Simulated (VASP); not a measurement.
These are PBEsol GGA, VASP's PBE PAW potentials (set 64) (plane waves; VASP) values and carry that method's errors.

VASP input:

File KPOINTS:
```
Automatic mesh
0
G
12 12 12
0 0 0
```

File POSCAR:
```
ZrC
1
    0.0000000000     2.3360033734     2.3360033734
    2.2659232722     0.0000000000     2.3360033734
    2.2659232722     2.3360033734     0.0000000000
Zr C
1 1
Direct
  0.0000000000   0.0000000000   0.0000000000
  0.5000000000   0.5000000000   0.5000000000
```

INCAR:
```
SYSTEM = ZrC
PREC = Accurate
ENCUT = 600
EDIFF = 1E-7
NELM = 100
ALGO = Normal
LREAL = .FALSE.
LASPH = .TRUE.
ISMEAR = 1
SIGMA = 0.1
GGA = PS
LMAXMIX = 4
LWAVE = .FALSE.
LCHARG = .FALSE.
ISIF = 2
IBRION = 2
NSW = 30
EDIFFG = -0.01
```

POTCAR, in this order: Zr_sv C (PBE.64 set). Program: vasp_std.

Output

OSZICAR:
```
       N       E                     dE             d eps       ncg     rms          rms(c)
DAV:   1     0.118877259287E+03    0.11888E+03   -0.98415E+03  3920   0.152E+03
DAV:   2    -0.172463298378E+02   -0.13612E+03   -0.12806E+03  4528   0.353E+02
DAV:   3    -0.234581426977E+02   -0.62118E+01   -0.60784E+01  5688   0.678E+01
DAV:   4    -0.237043613210E+02   -0.24622E+00   -0.24604E+00  5132   0.127E+01
DAV:   5    -0.237102793173E+02   -0.59180E-02   -0.59175E-02  5584   0.165E+00    0.240E+01
DAV:   6    -0.206550822148E+02    0.30552E+01   -0.14134E+01  4404   0.273E+01    0.977E+00
DAV:   7    -0.205499912310E+02    0.10509E+00   -0.59679E-01  4572   0.641E+00    0.684E+00
DAV:   8    -0.205374633989E+02    0.12528E-01   -0.12571E-01  4284   0.323E+00    0.136E+00
DAV:   9    -0.205338999256E+02    0.35635E-02   -0.28270E-02  4768   0.109E+00    0.484E-01
DAV:  10    -0.205339427027E+02   -0.42777E-04   -0.19653E-03  4532   0.558E-01    0.320E-01
DAV:  11    -0.205338042632E+02    0.13844E-03   -0.54008E-04  4420   0.186E-01    0.189E-02
DAV:  12    -0.205338024562E+02    0.18070E-05   -0.76986E-06  5508   0.332E-02    0.751E-03
DAV:  13    -0.205338023185E+02    0.13768E-06   -0.20333E-07  3920   0.467E-03    0.135E-03
DAV:  14    -0.205338023250E+02   -0.64247E-08   -0.26425E-08  2408   0.142E-03
   1 F= -.20533802E+02 E0= -.20533780E+02  d E =-.205338E+02
```

File OUTCAR:
```
------------------------ aborting loop because EDIFF is reached ----------------------------------------
  FORCE on cell =-STRESS in cart. coord.  units (eV):
  Direction    XX          YY          ZZ          XY          YZ          ZX
  --------------------------------------------------------------------------------------
  Total        2.6341673      0.5121199      0.5121199      0.0000000      0.0000000     -0.0000000
  in kB      170.6600296     33.1787550     33.1787550      0.0000000      0.0000000     -0.0000000
  external PRESSURE =      79.0058466 kB  Pullay stress =       0.0000000 kB
  volume of cell :       24.73
      direct lattice vectors                 reciprocal lattice vectors
     0.000000000  2.336003373  2.336003373    -0.220660605  0.214040787  0.214040787
     2.265923272  0.000000000  2.336003373     0.220660605 -0.214040787  0.214040787
     2.265923272  2.336003373  0.000000000     0.220660605  0.214040787 -0.214040787
 POSITION                                       TOTAL-FORCE (eV/Angst)
 -----------------------------------------------------------------------------------
      0.00000      0.00000      0.00000         0.000000     -0.000000      0.000000
      2.26592      2.33600      2.33600         0.000000      0.000000     -0.000000
 -----------------------------------------------------------------------------------
    total drift:                               -0.000000      0.000000      0.000000
  FREE ENERGIE OF THE ION-ELECTRON SYSTEM (eV)
  ---------------------------------------------------
  free  energy   TOTEN  =       -20.5338023250 eV

  energy  without entropy=      -20.5337364144  energy(sigma->0) =      -20.53378035

 reached required accuracy - stopping structural energy minimisation
```
(Selected blocks of OUTCAR.)

OUTCAR:
```
 val. band max:       10.0735314065   @ k =   0.0000   0.5000   0.5000

 cond. band min:      10.0885546499   @ k =   0.0833   0.0000   0.0000


 Fermi energy:        10.0787131235

 k-point     1 :       0.0000    0.0000    0.0000
  band No.  band energies     occupation
      1     -37.7253      2.00000
      2     -15.4343      2.00000
      3     -15.4343      2.00000
      4     -15.4265      2.00000
      5      -1.3879      2.00000
      6      10.9624     -0.00000
      7      10.9624     -0.00000
      8      11.0307     -0.00000
      9      11.0307     -0.00000
     10      11.1540     -0.00000
     11      11.3502     -0.00000
     12      12.8241      0.00000

 k-point     2 :       0.0833    0.0000    0.0000
  band No.  band energies     occupation
      1     -37.7168      2.00000
      2     -15.5075      2.00000
      3     -15.4423      2.00000
      4     -15.4339      2.00000
      5      -1.2144      2.00000
      6       9.8979      2.02828
      7      10.0886      0.83432
      8      10.2647     -0.02450
      9      11.3895     -0.00000
     10      11.5259     -0.00000
     11      11.9078     -0.00000
     12      13.6935      0.00000

 k-point     3 :       0.1667    0.0000    0.0000
  band No.  band energies     occupation
      1     -37.6933      2.00000
      2     -15.7092      2.00000
      3     -15.4639      2.00000
      4     -15.4469      2.00000
      5      -0.7272      2.00000
      6       8.5562      2.00000
      7       9.0244      2.00000
      8       9.1742      2.00000
      9      11.9148     -0.00000
     10      12.0077     -0.00000
     11      12.4230      0.00000
     12      15.2631      0.00000

 k-point     4 :       0.2500    0.0000    0.0000
  band No.  band energies     occupation
      1     -37.6611      2.00000
      2     -15.9733      2.00000
      3     -15.4931      2.00000
      4     -15.4643      2.00000
      5      -0.0123      2.00000
      6       7.2159      2.00000
...
```

The compound is ZrC in the rock salt structure. This cell was strained or had an atom moved on purpose.
